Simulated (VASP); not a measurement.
# BaFeO2 (P6/mmm) in VASP: relaxation of cell and atoms with PBE

Aim: the relaxation of cell and atoms of BaFeO2 with PBE.

Program: VASP 6.6.1. These are calculated values, not measurements. Logs are shortened: lines on timing, memory, paths and dates and some standing lists are left out, and cuts for length are marked.

**1. The structure**

Symmetry: P6/mmm, No. 191, hexagonal system. Conventional cell: a = 3.859 Å, b = 3.859 Å, c = 5.488 Å, α = 90.00°, β = 90.00°, γ = 120.00°. Ba (site symmetry 6/mmm) is surrounded by 6 O at 2.23 Å. Fe (site symmetry 6/mmm) is surrounded by 2 Ba at 2.74 Å. Around O (site symmetry -6m2) lie 3 O at 2.23 Å and 3 Ba at 2.23 Å.

The cell was built by a generator and needn't be a form met in nature.

**2. Relaxation of cell and atoms, PBE, collinear spin, ferromagnetic start**

INCAR

```
SYSTEM = BaFeO2
PREC     = Normal         ! precision mode
ENCUT    = 520            ! plane-wave cutoff, eV
EDIFF    = 1E-4           ! SCF threshold, eV
ISMEAR   = 0              ! smearing method
SIGMA    = 0.15           ! smearing width, eV
LREAL    = .False.        ! projectors in reciprocal space
LASPH    = .True.         ! aspherical terms in the spheres
NELM     = 60             ! most SCF steps
ALGO     = Fast           ! electronic algorithm
ISIF     = 3              ! what is computed and relaxed
LWAVE    = .False.        ! write WAVECAR
LCHARG   = .False.        ! write CHGCAR
ISPIN    = 2              ! spin polarisation
MAGMOM   = 0 3 0 0        ! initial moments
LORBIT   = 11             ! projections on sites
LMAXMIX  = 4              ! l up to which the mixer works
GGA      = PE             ! functional
IBRION   = 2              ! ionic algorithm
NSW      = 24             ! ionic steps
EDIFFG   = -0.08          ! ionic threshold
```

KPOINTS

```
Automatic mesh
0
Gamma
  5 5 3
  0 0 0
```

POSCAR

```
BaFeO2
1.0
    3.8594292000      0.0000000000      0.0000000000
   -1.9297146000      3.3423637300      0.0000000000
    0.0000000000      0.0000000000      5.4877812100
Ba Fe O
1 1 2
Direct
    0.0000000000      0.0000000000      0.0000000000
    0.0000000000      0.0000000000      0.5000000000
    0.3333333300      0.6666666700      0.0000000000
    0.6666666700      0.3333333300      0.0000000000
```

Potentials or basis: VASP PAW PBE potentials, release 64 (Ba_sv, Fe, O).

The run is started by

```console
> cat potpaw_PBE.64/Ba_sv/POTCAR potpaw_PBE.64/Fe/POTCAR potpaw_PBE.64/O/POTCAR > POTCAR
> mpirun -np 1 vasp_std > vasp.out
```

OUTCAR:

```text
SYSTEM = BaFeO2
   PREC = Normal
   ENCUT = 520
   EDIFF = 1E-4
   ISMEAR = 0
   LREAL = .False.
   LASPH = .True.
   NELM = 60
   ISIF = 3
   ISPIN = 2
   LORBIT = 11
   GGA = PE
   IBRION = 2
   NSW = 24
   EDIFFG = -0.08

 ion  position               nearest neighbor table
   1  0.000  0.000  0.000-   3 2.23   4 2.23   3 2.23   4 2.23   4 2.23   3 2.23   2 2.74   2 2.74

   2  0.000  0.000  0.500-   1 2.74   1 2.74
   3  0.333  0.667  0.000-   1 2.23   1 2.23   1 2.23
   4  0.667  0.333  0.000-   1 2.23   1 2.23   1 2.23

  LATTYP: Found a hexagonal cell.
 ALAT       =     3.8594292000
 C/A-ratio  =     1.4219152433

  Lattice vectors:

 A1 = (   3.8594292000,   0.0000000000,   0.0000000000)
 A2 = (  -1.9297146000,   3.3423637300,   0.0000000000)
 A3 = (   0.0000000000,   0.0000000000,   5.4877812100)

Analysis of symmetry for initial positions (statically):
=====================================================================
 Subroutine PRICEL returns:
 Original cell was already a primitive cell.

 Routine SETGRP: Setting up the symmetry group for a
 hexagonal supercell.

 Subroutine GETGRP returns: Found 24 space group operations
 (whereof 24 operations were pure point group operations)
 out of a pool of 24 trial point group operations.

The static configuration has the point symmetry D_6h.

Analysis of symmetry for dynamics (positions and initial velocities):
=====================================================================
 Subroutine PRICEL returns:
 Original cell was already a primitive cell.

 Routine SETGRP: Setting up the symmetry group for a
 hexagonal supercell.

 Subroutine GETGRP returns: Found 24 space group operations
 (whereof 24 operations were pure point group operations)
 out of a pool of 24 trial point group operations.

The dynamic configuration has the point symmetry D_6h.

Analysis of structural, dynamic, and magnetic symmetry:
=====================================================================
 Subroutine PRICEL returns:
 Original cell was already a primitive cell.

 Routine SETGRP: Setting up the symmetry group for a
 hexagonal supercell.

 Subroutine GETGRP returns: Found 24 space group operations
 (whereof 24 operations were pure point group operations)
 out of a pool of 24 trial point group operations.

The overall configuration has the point symmetry D_6h.

 Subroutine INISYM returns: Found 24 space group operations
 (whereof 24 operations are pure point group operations),
 and found     1 'primitive' translations

----------------------------------------------------------------------------------------

                                     Primitive cell

  volume of cell :      70.7903

  direct lattice vectors                    reciprocal lattice vectors
     3.859429200  0.000000000  0.000000000     0.259105673  0.149594730  0.000000000
    -1.929714600  3.342363730  0.000000000     0.000000000  0.299189460  0.000000000
     0.000000000  0.000000000  5.487781210     0.000000000  0.000000000  0.182223008

  length of vectors
     3.859429200  3.859429199  5.487781210     0.299189460  0.299189460  0.182223008

  position of ions in fractional coordinates (direct lattice)
     0.000000000  0.000000000  0.000000000
     0.000000000  0.000000000  0.500000000
     0.333333330  0.666666670  0.000000000
     0.666666670  0.333333330  0.000000000

  ion indices of the primitive-cell ions
   primitive index   ion index
                 1           1
                 2           2
                 3           3
                 4           4

----------------------------------------------------------------------------------------

 KPOINTS: Automatic mesh

Automatic generation of k-mesh.
 Grid dimensions read from file:
 generate k-points for:    5    5    3

 Generating k-lattice:

  Cartesian coordinates                     Fractional coordinates (reciprocal lattice)
     0.051821135  0.029918946  0.000000000     0.200000000  0.000000000  0.000000000
     0.000000000  0.059837892  0.000000000     0.000000000  0.200000000  0.000000000
     0.000000000  0.000000000  0.060741003     0.000000000  0.000000000  0.333333333

  Length of vectors
     0.059837892  0.059837892  0.060741003

  Shift w.r.t. Gamma in fractional coordinates (k-lattice)
     0.000000000  0.000000000  0.000000000

 Subroutine IBZKPT returns following result:
 ===========================================

 Found     10 irreducible k-points:

 Following reciprocal coordinates:
            Coordinates               Weight
  0.000000  0.000000  0.000000      1.000000
  0.200000  0.000000  0.000000      6.000000
  0.400000 -0.000000  0.000000      6.000000
  0.200000  0.200000  0.000000      6.000000
  0.400000  0.200000  0.000000      6.000000
  0.000000  0.000000  0.333333      2.000000
  0.200000  0.000000  0.333333     12.000000
  0.400000 -0.000000  0.333333     12.000000
  0.200000  0.200000  0.333333     12.000000
  0.400000  0.200000  0.333333     12.000000
   k-points           NKPTS =     10   k-points in BZ     NKDIM =     10   number of bands    NBANDS=     21
   number of dos      NEDOS =    301   number of ions     NIONS =      4
   total plane-waves  NPLWV =  18432
   dimension x,y,z NGX =    24 NGY =   24 NGZ =   32
   dimension x,y,z NGXF=    48 NGYF=   48 NGZF=   64
   ions per type =               1   1   2
   NGX,Y,Z   is equivalent  to a cutoff of  10.34, 10.34,  9.69 a.u.
   NGXF,Y,Z  is equivalent  to a cutoff of  20.68, 20.68, 19.39 a.u.
 SYSTEM =  BaFeO2
   PREC   = normal    normal or accurate (medium, high low for compatibility)
   ISTART =      0    job   : 0-new  1-cont  2-samecut
   ICHARG =      2    charge: 1-file 2-atom 10-const
   ISPIN  =      2    spin polarized calculation?
   LNONCOLLINEAR =      F non collinear calculations
   LSORBIT =      F    spin-orbit coupling
   LASPH  =      T    aspherical Exc in radial PAW
   ENCUT  =  520.0 eV  38.22 Ry    6.18 a.u.   7.18  7.18 10.20*2*pi/ulx,y,z
   NELM   =     60;   NELMIN=  2; NELMDL= -5     # of ELM steps
   EDIFF  = 0.1E-03   stopping-criterion for ELM
   LREAL  =      F    real-space projection
   EDIFFG = -.8E-01   stopping-criterion for IOM
   NSW    =     24    number of steps for IOM
   IBRION =      2    ionic relax: 0-MD 1-quasi-New 2-CG
   NFREE  =      1    steps in history (QN), initial steepest desc. (CG)
   ISIF   =      3    stress and relaxation
   ISYM   =      2    0-nonsym 1-usesym 2-fastsym
   POTIM  = 0.5000    time-step for ionic-motion
   TEBEG  =    0.0;   TEEND  =   0.0 temperature during run
   PSTRESS=    0.0 pullay stress
   NELECT =      30.0000    total number of electrons
   NUPDOWN=      -1.0000    fix difference up-down
   EMIN   =  10.00;   EMAX   =-10.00  energy-range for DOS
   EFERMI =   0.00;   METHOD = LEGACY
   ISMEAR =     0;   SIGMA  =   0.15  broadening in eV -4-tet -1-fermi 0-gaus
   EFERMI_NEDOS =   21; number of points for ismear=-14 and -15
   IALGO  =     68    algorithm
   IMIX   =      4    mixing-type and parameters
     AMIX     =   0.40;   BMIX     =  1.00
     AMIX_MAG =   1.60;   BMIX_MAG =  1.00
  volume/ion in A,a.u.               =      17.70       119.43
  Fermi-wavevector in a.u.,A,eV,Ry     =   1.229676  2.323751 20.573414  1.512103
  Thomas-Fermi vector in A             =   2.364554
   LORBIT       =     11    0 simple, 1 ext, 2 COOP (PROOUT), +10 PAW based schemes
   GGA     = PE    functional components
   LHFCALC =     F    Hartree Fock is set to
   AEXX    =    0.0000 exact exchange contribution
   IVDW    =     0    specifies the selected vdW correction
   LEPSILON=     F    determine dielectric tensor
   LRPA    =     F    only Hartree local field effects (RPA)
 conjugate gradient relaxation of ions
 spin polarized calculation
 RMM-DIIS sequential band-by-band and
 Gauss-broadening in eV      SIGMA  =   0.15
  energy-cutoff  :      520.00
  volume of cell :       70.79
 maximum number of plane-waves:      1920
   NGX = 15   NGY = 15   NGZ = 21

--------------------------------------- Ionic step        1  -------------------------------------------

 number of electron      30.0000015 magnetization       3.8560253

 Free energy of the ion-electron system (eV)
  ---------------------------------------------------
  ext. energy  EPLUGINS =         0.00000000
  ---------------------------------------------------
  free energy    TOTEN  =       -15.33940276 eV

  energy without entropy =      -15.25670197  energy(sigma->0) =      -15.29805236

 E-fermi :   2.1057     XC(G=0):  -9.7510

 val. band max:        2.0986586607   @ k =   0.0000   0.0000   0.3333
 cond. band min:       2.1226610419   @ k =   0.4000  -0.0000   0.3333
 fundamental gap:      0.0240023813
 Fermi energy:         2.1056963049
[... 562 lines left out ...]
 number of electron      30.0000031 magnetization       0.1043991

 number of electron      30.0000043 magnetization      -0.8318297

------------------------ aborting loop EDIFF was not reached (unconverged)  ----------------------------

  FORCE on cell =-STRESS in cart. coord.  units (eV):
  Direction    XX          YY          ZZ          XY          YZ          ZX
  --------------------------------------------------------------------------------------
  -------------------------------------------------------------------------------------
  Total        4.3938920      4.3938920      4.1786693      0.0000000      0.0000000      0.0000000
  in kB       81.6317236     81.6317235     77.6332188      0.0000000      0.0000000      0.0000000
  external PRESSURE =      80.2988886 kB  Pullay stress =       0.0000000 kB
[... 514 lines left out ...]
     20       4.1019      0.00000
     21       4.7854      0.00000

[... ionic steps 4 to 12 ...]

--------------------------------------- Ionic step       13  -------------------------------------------

 number of electron      30.0000019 magnetization       4.0585782

------------------------ aborting loop because EDIFF is reached ----------------------------------------
[... 71 lines left out ...]
--------------------------------------- Ionic step       15  -------------------------------------------

 number of electron      30.0000032 magnetization       4.0654600

 Free energy of the ion-electron system (eV)
  ---------------------------------------------------
  ext. energy  EPLUGINS =         0.00000000
  ---------------------------------------------------
  free energy    TOTEN  =       -17.89607007 eV

  energy without entropy =      -17.78794171  energy(sigma->0) =      -17.84200589

 E-fermi :  -0.4864     XC(G=0):  -7.8759

 val. band max:       -0.4867313109   @ k =   0.2000   0.0000   0.3333
 cond. band min:      -0.4804624562   @ k =   0.2000   0.0000   0.0000
 fundamental gap:      0.0062688547
 Fermi energy:        -0.4864181131
[... 514 lines left out ...]
  FREE ENERGIE OF THE ION-ELECTRON SYSTEM (eV)
  ---------------------------------------------------
  free  energy   TOTEN  =       -17.8960700653 eV

  energy  without entropy=      -17.7879417066  energy(sigma->0) =      -17.84200589

 reached required accuracy - stopping structural energy minimisation

 total charge

# of ion       s       p       d       tot
------------------------------------------
    1        2.021   5.572   0.460   8.052
    2        0.479   0.021   6.011   6.512
    3        1.632   3.224   0.000   4.856
    4        1.632   3.224   0.000   4.856
--------------------------------------------------
tot          5.763  12.041   6.471  24.275

 magnetization (x)

# of ion       s       p       d       tot
------------------------------------------
    1        0.000   0.005   0.001   0.006
    2        0.228   0.004   3.347   3.579
    3       -0.000   0.013   0.000   0.013
    4       -0.000   0.013   0.000   0.013
--------------------------------------------------
tot          0.228   0.035   3.347   3.611
```

Wall time 13 min (1 thread of AMD EPYC 7R43 (Zen 3), shared host); peak memory 0.16 GiB.

Results:

* Free energy: -17.8961 eV
* Relaxed volume: 27.03 Å³/atom
* Relaxed cell: a = 4.388 Å, b = 4.388 Å, c = 6.485 Å, α = 90.00°, β = 90.00°, γ = 120.00°
* Space group after relaxing (to 0.05 Å): P6/mmm (No. 191)
* Energy gained by relaxing: 639.2 meV/atom
* Ionic steps: 15
* Pressure after relaxing: -0.2 GPa
* Band gap on the k mesh: none (metal or under the smearing width)
* Net moment: 4.07 μB per cell
* Site moments: Ba +0.01; Fe +3.58; O +0.01 μB
* Valence electrons inside the program's atomic spheres: Ba 8.05; Fe 6.51; O 4.86

Stress tensor (GPa, compression positive):
```
-0.36  0.00  0.00
 0.00 -0.36  0.00
 0.00  0.00  0.21
```

The path:
```csv
step,energy change (eV),largest force (eV/Å),pressure (GPa),volume (Å³)
1,0.0000,0.0000,30.12,70.79
2,-0.3222,0.0000,-4.85,110.14
3,-0.4357,0.0000,8.03,86.24
4,-0.8314,0.0000,-5.12,97.22
5,-1.9893,0.0000,5.82,91.25
6,-2.0483,0.0000,3.02,94.20
7,-2.0630,0.0000,3.30,95.47
8,-2.0726,0.0000,1.79,96.34
9,-2.4757,0.0000,0.93,102.34
10,-2.4981,0.0000,0.53,103.23
11,-2.5324,0.0000,-0.16,105.03
12,-2.5566,0.0000,-0.42,108.62
13,-2.5568,0.0000,-0.79,108.38
14,-2.5508,0.0000,0.10,106.71
15,-2.5567,0.0000,-0.17,108.13
```

Final structure:
```cif
data_structure
_symmetry_space_group_name_H-M 'P 1'
_symmetry_Int_Tables_number 1
_cell_length_a 4.3879
_cell_length_b 4.3879
_cell_length_c 6.4847
_cell_angle_alpha 90.000
_cell_angle_beta 90.000
_cell_angle_gamma 120.000
_cell_volume 108.13
loop_
_atom_site_label
_atom_site_type_symbol
_atom_site_fract_x
_atom_site_fract_y
_atom_site_fract_z
_atom_site_occupancy
Ba1 Ba 0.00000 0.00000 0.00000 1
Fe1 Fe 0.00000 0.00000 0.50000 1
O1 O 0.33333 0.66667 0.00000 1
O2 O 0.66667 0.33333 0.00000 1
```

Caveat: the k mesh is coarse (spacing up to 0.38 Å⁻¹), so the values aren't converged; the volume moved by over 15 % at a fixed basis, so the end points are rough; a cell with one magnetic atom can't hold antiferromagnetic order, which such compounds often take; semilocal functionals often make such compounds metallic where correlation or magnetic order opens a gap, which also shifts bond lengths; the relaxation stopped at a loose force limit of 0.08 eV/Å, so its end isn't a converged minimum. With open d or f shells a metallic result of PBE can be an artefact of self-interaction; +U or a hybrid may open a gap.
